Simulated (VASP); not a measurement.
Consider the following.

```yaml
crystal:
  lattice:
    - [0.00000, 2.69927, 2.69927]
    - [2.69927, 0.00000, 2.69927]
    - [2.69927, 2.69927, 0.00000]
  atoms:
    - { symbol: Cd, position: [0.00000, 0.00000, 0.00000] }
    - { symbol: F, position: [0.25000, 0.25000, 0.25000] }
    - { symbol: F, position: [0.75000, 0.75000, 0.75000] }
```

Calculation: PBEsol GGA with spin-orbit coupling, VASP's PBE PAW potentials (set 64) (plane waves; VASP). Run with 520 eV cut-off, 6×6×6 Γ-centred mesh, Gaussian smearing of 0.050 eV, potentials Cd F.

**Question.** Give the energies of bands 15 to 28 at the high-symmetry points, in eV from the valence-band maximum.

**Answer.** 
```json
[
 {"band": "15", "Γ": "-1.04", "X": "-3.08", "U": "-3.39", "L": "-2.82", "W": "-3.48"},
 {"band": "16", "Γ": "-1.04", "X": "-3.08", "U": "-3.39", "L": "-2.82", "W": "-3.48"},
 {"band": "17", "Γ": "-0.95", "X": "-2.99", "U": "-2.55", "L": "-2.30", "W": "-2.59"},
 {"band": "18", "Γ": "-0.95", "X": "-2.99", "U": "-2.55", "L": "-2.30", "W": "-2.59"},
 {"band": "19", "Γ": "-0.95", "X": "-2.98", "U": "-2.32", "L": "-1.89", "W": "-1.55"},
 {"band": "20", "Γ": "-0.95", "X": "-2.98", "U": "-2.32", "L": "-1.89", "W": "-1.55"},
 {"band": "21", "Γ": "-0.53", "X": "-0.50", "U": "-0.96", "L": "-1.83", "W": "-1.53"},
 {"band": "22", "Γ": "-0.53", "X": "-0.50", "U": "-0.96", "L": "-1.83", "W": "-1.53"},
 {"band": "23", "Γ": "-0.53", "X": "-0.13", "U": "-0.35", "L": "-0.46", "W": "-0.60"},
 {"band": "24", "Γ": "-0.53", "X": "-0.13", "U": "-0.35", "L": "-0.46", "W": "-0.60"},
 {"band": "25", "Γ": "-0.42", "X": "-0.05", "U": "-0.19", "L": "-0.33", "W": "0.00"},
 {"band": "26", "Γ": "-0.42", "X": "-0.05", "U": "-0.19", "L": "-0.33", "W": "0.00"},
 {"band": "27", "Γ": "2.88", "X": "7.83", "U": "7.79", "L": "7.01", "W": "7.90"},
 {"band": "28", "Γ": "2.88", "X": "7.83", "U": "7.79", "L": "7.01", "W": "7.90"}
]
```

The gap is indirect, 2.88 eV, from the valence maximum at W to the conduction minimum at Γ.

Measured: gap 7.80 eV (computed value off by -4.92 eV), as given by Giancarlo Cappellini et al., Physical Review B (2013), arXiv:1302.2571.

The compound is CdF2 in the fluorite structure. It was relaxed first.
